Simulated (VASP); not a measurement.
# A VASP study of SnTeS (optB86b-vdW): structure first, properties next, part 3 of 6

Aim: relax SnTeS, then compute properties on the relaxed cell. The cell is invented: it takes the structure of a Materials Project entry for SnSeS (space group 156 there), with some of its atoms replaced by other elements, volume scaled by an estimate. It may not be a known or stable phase.

VASP 6.6.1, plane waves and PAW; the level of theory is named at each step.

Still holding for the runs below: The k-mesh is coarse for a metal.

So far. Step 3 (Relaxing cell and atoms (optB86b-vdW)): It ends with a largest force of 0.006 eV/Å and a pressure of 0.04 GPa. Step 4 (Second relaxation): It ends with a largest force of 0.006 eV/Å and a pressure of 0.04 GPa. The volume moved by under 0.01 %: the run met its threshold at the first step.

### Step 5. Single point with fields (optB86b-vdW)

Level of this step: optB86b-vdW; plane waves and PAW (Te, Sn_d, S); invented cell (VASP).

The relaxed cell gets a fresh self-consistent run, on a basis set for its own volume, to fix the density and to check the remaining stress.

INCAR reads:

```
SYSTEM = SnTeS
PREC = Accurate
ENCUT = 400
EDIFF = 1E-06
NELM = 100
ISMEAR = -1
SIGMA = 0.05
LREAL = .FALSE.
ALGO = Normal
GGA = MK
AGGAC = 0
LUSE_VDW = .TRUE.
PARAM1 = 0.1234
PARAM2 = 1
LASPH = .TRUE.
NBANDS = 19
LORBIT = 11
LWAVE = .FALSE.
LCHARG = .TRUE.
ISIF = 2
LELF = .TRUE.
LVHAR = .TRUE.
```

POSCAR reads:

```
SnTeS
1.0
    3.8445748557      0.0000000083      0.0000000000
   -1.9222879154      3.3294992889      0.0000000000
    0.0000000000      0.0000000000      6.3050564372
Te Sn S
1 1 1
Direct
    0.0000000000      0.0000000000      0.7143718298
    0.3333333300      0.6666666700      0.0271037094
    0.6666666700      0.3333333300      0.2585254609
```

KPOINTS reads:

```
Automatic mesh
0
Gamma
6 6 3
0 0 0
```

The projector-augmented-wave data sets are Te, Sn_d and S (PBE family, release 64).

Launch:

```console
$ mpirun -np 1 vasp_std
```

Output:

```text
[... set-up lines as in an earlier step ...]
 entering main loop
       N       E                     dE             d eps       ncg     rms          rms(c)
[... 13 cycles as in an earlier step ...]
   1 F= -.52319131E+01 E0= -.52273846E+01  d E =-.905698E-02
```

Wall time 48 s (1 MPI rank of Intel Xeon Platinum 8559C (Emerald Rapids), shared host); peak memory 0.39 GiB.

From OUTCAR (step 5):

```text
   NELECT =      26.0000    total number of electrons

 E-fermi :   6.0932

Total vdW correction in eV:      4.4215941

Total vdW correction in eV:      4.4215736

[... 20 parts as in an earlier step ...]

[... 2 further parts left out ...]
```

Numbers from this step:

```
SCF cycles : 13
```

Valence electrons inside each PAW sphere by angular momentum. Sphere charges, by row:

```
atom  s (e)  p (e)  d (e)  tot (e)
 Te1  1.413  1.898  0.031    3.342
 Sn2  1.144  0.944  10.07    12.15
  S3  1.374  2.277      0    3.651
```

Valence density in the ac plane at fractional y = 0.000, with atoms of Te within 0.2 Å of it. It is the smooth field of the valence electrons, not physical close to the nuclei.

Ten even steps from '_' (-0.34 e/Å³) to '@' (0.52 e/Å³), each cell a mean:
```
++++++++++**********++++++++
####**********************##
@@@@%%##**++++++++****##%%@@
@@@@@@%%##**++++++**##@@@@@@
==**@@@@##**++++++**%%@@%%**
__--%%@@%%**++++++**%%@@##::
__==%%@@##**++==++**%%@@##::
**##@@@@##++====++**##@@@@##
@@@@@@%%**++======++**%%@@@@
%%%%##**++==========++**##%%
****++++==============++****
++========================++
============================
==========++++++++++========
========++********++++======
========++**##%%##**++======
======++++##%%%%%%**++======
======++**##%%%%%%**++======
======++++##%%%%##**++======
======++++**##%%##**++======
======++++**######**++++====
====++++++**######**++++++==
```
Columns run along a (3.8 Å), rows up along c (6.3 Å). Atoms in or near the plane, at fractional coordinates: Te at (0.00, 0.71).

Electrostatic potential energy in the ac plane at fractional y = 0.000, with atoms of Te within 0.2 Å of it. With pseudopotentials it is smooth inside the atoms' cores, unlike the true potential.

Ten even steps from '0' (-89 eV) to '9' (4 eV), each cell a mean:
```
99999999999999
99999999999999
77899999999987
34689999999853
00379999998520
00158999998400
00158999998400
01379999998620
34689999999854
78999999999988
99999999999999
99999999999999
99999999999999
99999999999999
99999999999999
99999999999999
99999999999999
99999999999999
99999999999999
99999999999999
99999998999999
99999988999999
```
Columns run along a (3.8 Å; values clipped at the 3rd and 97th percentile), rows up along c (6.3 Å). Atoms in or near the plane, at fractional coordinates: Te at (0.00, 0.71).

ELF in the ac plane at fractional y = 0.000, with atoms of Te within 0.2 Å of it. It is the smooth field of the valence electrons, not physical close to the nuclei.

Values, 22 rows by 14 columns, each cell a mean:
```
0.45 0.44 0.40 0.36 0.32 0.29 0.28 0.29 0.28 0.29 0.33 0.37 0.41 0.44
0.64 0.64 0.60 0.52 0.42 0.33 0.29 0.28 0.29 0.36 0.45 0.55 0.62 0.64
0.75 0.75 0.75 0.70 0.57 0.40 0.29 0.26 0.31 0.45 0.62 0.72 0.76 0.75
0.74 0.77 0.80 0.79 0.68 0.46 0.28 0.22 0.31 0.54 0.73 0.80 0.79 0.76
0.64 0.71 0.80 0.82 0.76 0.53 0.27 0.18 0.32 0.62 0.79 0.82 0.77 0.68
0.54 0.65 0.79 0.84 0.79 0.57 0.27 0.16 0.34 0.67 0.82 0.83 0.75 0.62
0.62 0.71 0.82 0.86 0.81 0.59 0.26 0.15 0.34 0.69 0.84 0.85 0.79 0.68
0.79 0.83 0.87 0.87 0.81 0.55 0.23 0.12 0.30 0.67 0.84 0.88 0.86 0.82
0.88 0.89 0.89 0.86 0.75 0.45 0.17 0.09 0.22 0.57 0.80 0.88 0.89 0.88
0.89 0.88 0.85 0.76 0.54 0.23 0.08 0.05 0.10 0.33 0.62 0.80 0.87 0.89
0.82 0.80 0.69 0.49 0.24 0.09 0.05 0.04 0.05 0.13 0.31 0.55 0.74 0.81
0.48 0.42 0.26 0.13 0.08 0.08 0.12 0.13 0.11 0.07 0.08 0.16 0.32 0.44
0.15 0.12 0.08 0.07 0.11 0.22 0.33 0.38 0.31 0.18 0.09 0.06 0.09 0.13
0.03 0.03 0.05 0.11 0.27 0.48 0.60 0.64 0.58 0.42 0.22 0.09 0.04 0.03
0.02 0.03 0.07 0.20 0.42 0.62 0.71 0.74 0.70 0.56 0.35 0.15 0.05 0.02
0.02 0.03 0.09 0.25 0.48 0.67 0.75 0.78 0.74 0.62 0.41 0.19 0.06 0.02
0.02 0.03 0.10 0.25 0.47 0.66 0.75 0.77 0.73 0.61 0.41 0.20 0.06 0.03
0.02 0.03 0.09 0.22 0.41 0.59 0.67 0.70 0.66 0.54 0.35 0.18 0.06 0.03
0.02 0.03 0.08 0.18 0.32 0.44 0.50 0.52 0.49 0.41 0.28 0.15 0.06 0.03
0.03 0.04 0.08 0.16 0.26 0.32 0.35 0.36 0.35 0.30 0.23 0.14 0.06 0.04
0.07 0.08 0.11 0.18 0.23 0.28 0.31 0.32 0.30 0.26 0.22 0.16 0.10 0.08
0.19 0.19 0.19 0.22 0.25 0.27 0.30 0.31 0.29 0.26 0.24 0.21 0.19 0.19
```
Columns run along a (3.8 Å), rows up along c (6.3 Å). Atoms in or near the plane, at fractional coordinates: Te at (0.00, 0.71).

In this run the pressure is 0.04 GPa, small enough to go on; single stress components reach 0.05 GPa.

### Step 6. Band structure (optB86b-vdW)

The mesh alone shows little of the dispersion and can miss band extrema, so KPOINTS_OPT adds a path through the symmetry points after the self-consistent cycle.

Edit INCAR of step 5 so:

```diff
@@ -15,8 +15,5 @@
 LASPH = .TRUE.
-NBANDS = 19
+NBANDS = 26
 LORBIT = 11
 LWAVE = .FALSE.
-LCHARG = .TRUE.
-ISIF = 2
-LELF = .TRUE.
-LVHAR = .TRUE.
+LCHARG = .FALSE.
```

POSCAR is that of step 5.

KPOINTS is that of step 5.

KPOINTS_OPT reads:

```
Line mode
16
Line-mode
Reciprocal
  0.00000000   0.00000000   0.00000000 GAMMA
  0.50000000   0.00000000   0.00000000 M

  0.50000000   0.00000000   0.00000000 M
  0.33333333   0.33333333   0.00000000 K

  0.33333333   0.33333333   0.00000000 K
  0.00000000   0.00000000   0.00000000 GAMMA

  0.00000000   0.00000000   0.00000000 GAMMA
  0.00000000   0.00000000   0.50000000 A

  0.00000000   0.00000000   0.50000000 A
  0.50000000   0.00000000   0.50000000 L

  0.50000000   0.00000000   0.50000000 L
  0.33333333   0.33333333   0.50000000 H

  0.33333333   0.33333333   0.50000000 H
  0.00000000   0.00000000   0.50000000 A

  0.50000000   0.00000000   0.50000000 L
  0.50000000   0.00000000   0.00000000 M

  0.33333333   0.33333333   0.00000000 K
  0.33333333   0.33333333   0.50000000 H
```

Launch:

```console
$ mpirun -np 1 vasp_std
```

Output:

```text
[... set-up lines as in an earlier step ...]
 entering main loop
       N       E                     dE             d eps       ncg     rms          rms(c)
DAV:   1     0.197042416212E+03    0.19704E+03   -0.99635E+03   914   0.962E+02
DAV:   2     0.187256471888E+02   -0.17832E+03   -0.16742E+03   908   0.301E+02
DAV:   3    -0.463559276630E+01   -0.23361E+02   -0.22986E+02  1086   0.917E+01
DAV:   4    -0.546534288733E+01   -0.82975E+00   -0.82845E+00  1078   0.185E+01
DAV:   5    -0.548629113521E+01   -0.20948E-01   -0.20946E-01  1160   0.312E+00    0.774E+00
DAV:   6    -0.523109805281E+01    0.25519E+00   -0.74324E-01  1214   0.503E+00    0.512E+00
DAV:   7    -0.523062004215E+01    0.47801E-03   -0.15284E-01  1070   0.178E+00    0.197E+00
DAV:   8    -0.523182719203E+01   -0.12071E-02   -0.12616E-02  1096   0.616E-01    0.274E-01
DAV:   9    -0.523180925530E+01    0.17937E-04   -0.22474E-03  1004   0.225E-01    0.144E-01
DAV:  10    -0.523188034993E+01   -0.71095E-04   -0.26945E-04  1068   0.773E-02    0.902E-02
DAV:  11    -0.523190606315E+01   -0.25713E-04   -0.31525E-05   964   0.320E-02    0.288E-02
DAV:  12    -0.523191239731E+01   -0.63342E-05   -0.67322E-06   996   0.144E-02    0.508E-03
DAV:  13    -0.523191313173E+01   -0.73442E-06   -0.95623E-07   894   0.701E-03
   1 F= -.52319131E+01 E0= -.52273846E+01  d E =-.905708E-02
 Start KPOINTS_OPT (optional k-point list driver)
k-point batch [1-17\144]
       N       E                     dE             ncg
DAV:   1     0.962139097327E+03   -0.52548E+04      942
DAV:   2    -0.202881508370E+04   -0.29910E+04      918
DAV:   3    -0.241355637381E+04   -0.38474E+03     1080
DAV:   4    -0.242749293382E+04   -0.13937E+02     1094
DAV:   5    -0.242783810520E+04   -0.34517E+00     1172
DAV:   6    -0.242785097958E+04   -0.12874E-01     1104
DAV:   7    -0.242785174026E+04   -0.76068E-03     1378
DAV:   8    -0.242785174375E+04   -0.34878E-05      924
DAV:   9    -0.242785174394E+04   -0.19242E-06      844
[...]
k-point batch [137-144\144]
       N       E                     dE             ncg
DAV:   1     0.751634841911E+04   -0.62743E+04      446
DAV:   2     0.614769792794E+04   -0.13687E+04      448
DAV:   3     0.597911385045E+04   -0.16858E+03      532
DAV:   4     0.597380080598E+04   -0.53130E+01      480
DAV:   5     0.597366576351E+04   -0.13504E+00      550
DAV:   6     0.597365988753E+04   -0.58760E-02      504
DAV:   7     0.597365956873E+04   -0.31880E-03      622
DAV:   8     0.597365956708E+04   -0.16457E-05      424
DAV:   9     0.597365956700E+04   -0.85634E-07      358
```

Wall time 1.7 min (1 MPI rank); peak memory 0.38 GiB.

Parts of OUTCAR (step 6):

```text
   k-points           NKPTS =     17   k-points in BZ     NKDIM =     17   number of bands    NBANDS=     26

   NELECT =      26.0000    total number of electrons

 E-fermi :   6.0932

 k-point     1 :       0.0000    0.0000    0.0000
  band No.  band energies     occupation
    ...
      8      -0.9799      2.00000
      9       4.1829      2.00000
     10       4.1829      2.00000
     11       5.1797      2.00000
     12       5.9653      1.85621
     13       6.3534      0.01092
     14       6.3534      0.01092
     15       9.3252      0.00000
     16       9.9263      0.00000
     17       9.9263      0.00000
    ...

Total vdW correction in eV:      4.4216208

  Total        0.0169532      0.0169532      0.0210839     -0.0000000      0.0000000      0.0000000
  in kB        0.3365475      0.3365474      0.4185483     -0.0000000      0.0000000      0.0000000
  external PRESSURE =       0.3638810 kB  Pullay stress =       0.0000000 kB

 POSITION                                       TOTAL-FORCE (eV/Angst)
 -----------------------------------------------------------------------------------
      0.00000      0.00000      4.50415        -0.000000      0.000000     -0.004518
     -0.00000      2.21967      0.17089        -0.000000      0.000000     -0.001509
      1.92229      1.10983      1.63002         0.000000     -0.000000      0.006027
 -----------------------------------------------------------------------------------
    total drift:                               -0.000002      0.000001     -0.000305

  FREE ENERGIE OF THE ION-ELECTRON SYSTEM (eV)
  ---------------------------------------------------
  free  energy   TOTEN  =        -5.2319131317 eV

  energy  without entropy=       -5.2228560532  energy(sigma->0) =       -5.22738459

Total vdW correction in eV:      4.4215719

[... 7 parts as in an earlier step ...]

[... 9 further parts left out ...]
```

Spin-orbit coupling is off here; it can split and shift levels that hold much weight on Te and Sn by tenths of an eV or more.

This step gave:

* bands: 26
* pressure: 0.03639 GPa

Electronic bands along the path, in eV, zero at the Fermi level; # counts the bands kept in this run, so #1 is VASP's band 8:

```
          point     #3     #4     #5     #6     #7    #8    #9   #10
              Γ  -1.91  -0.91  -0.13   0.26   0.26  3.23  3.83  3.83
0.53 of the way  -2.90  -2.67  -1.07  -0.17   0.85  2.98  4.11  4.41
              M  -3.85  -3.15  -2.44  -0.48   0.37  2.79  3.93  4.06
0.47 of the way  -3.75  -3.59  -2.36  -1.64   0.20  3.65  4.36  4.99
              K  -3.76  -3.71  -2.83  -2.26  -0.38  4.66  5.05  5.13
0.47 of the way  -3.80  -2.37  -1.48  -0.88   0.81  3.62  4.08  4.52
              Γ  -1.91  -0.91  -0.13   0.26   0.26  3.23  3.83  3.83
0.53 of the way  -1.92  -1.92   0.33   0.33   0.92  3.22  3.62  3.62
              A  -1.92  -1.92   0.39   0.39   1.37  3.19  3.45  3.45
0.47 of the way  -2.74  -2.44  -1.87  -0.37   0.64  3.59  4.45  4.62
              L  -2.97  -2.64  -1.63  -0.97  -0.49  2.85  3.62  4.67
0.53 of the way  -4.15  -3.37  -1.31  -1.05   0.44  3.00  3.72  4.40
              H  -4.52  -4.30  -1.30  -0.78   0.96  2.87  3.26  4.36
0.53 of the way  -3.15  -2.65  -1.81  -1.03   1.13  3.61  4.19  4.84
              A  -1.92  -1.92   0.39   0.39   1.37  3.19  3.45  3.45
      jump to L  -2.97  -2.64  -1.63  -0.97  -0.49  2.85  3.62  4.67
0.53 of the way  -3.42  -3.08  -1.82  -0.71  -0.23  3.09  4.10  4.34
              M  -3.85  -3.15  -2.44  -0.48   0.37  2.79  3.93  4.06
      jump to K  -3.76  -3.71  -2.83  -2.26  -0.38  4.66  5.05  5.13
0.47 of the way  -4.19  -4.02  -2.07  -1.60   0.18  3.82  4.25  4.88
              H  -4.52  -4.30  -1.30  -0.78   0.96  2.87  3.26  4.36
```

Of the projections kept (Te, Sn, S), the largest for each band there, as a share of the weight inside these atoms' spheres; weight between the spheres isn't counted:

```
point       #3      #4       #5       #6       #7       #8       #9      #10
    Γ   S 0.86  S 0.51  Sn 0.45  Te 0.85  Te 0.85  Sn 0.51  Sn 0.74  Sn 0.74
    M   S 0.48  S 0.63  Te 0.50  Te 0.71  Sn 0.35  Sn 0.61  Sn 0.66  Te 0.46
    K  Sn 0.37  S 0.42  Te 0.49  Te 0.70  Sn 0.42  Sn 0.44  Te 0.35  Sn 0.50
    Γ   S 0.86  S 0.51  Sn 0.45  Te 0.85  Te 0.85  Sn 0.51  Sn 0.74  Sn 0.74
    A   S 0.85  S 0.85  Te 0.86  Te 0.86  Sn 0.47  Sn 0.50  Sn 0.80  Sn 0.80
    L   S 0.68  S 0.50  Te 0.53  Te 0.77  Sn 0.40  Sn 0.50  Sn 0.55  Sn 0.52
```

There is no gap at this level.

(Continued in part 4 of 6.)

[Lines on the potential files, build, host, timing and source positions are cut from VASP's logs without a mark.]

[Logs are printed without paths, hosts, clocks, repeated set-up lines and the standing remarks that a program may print on its own settings, such as how far it seeks lower states.]

[Hosts, paths, dates, database ids (printed as entryN), source tags and the programs' standing remarks are cut or masked in the printed files.]

[A measured line is paired with the nearest computed mode of its activity, which favours agreement.]

[In band tables of VASP the shares of atoms and orbitals are scaled to a sum of 1 inside the atoms' spheres.]
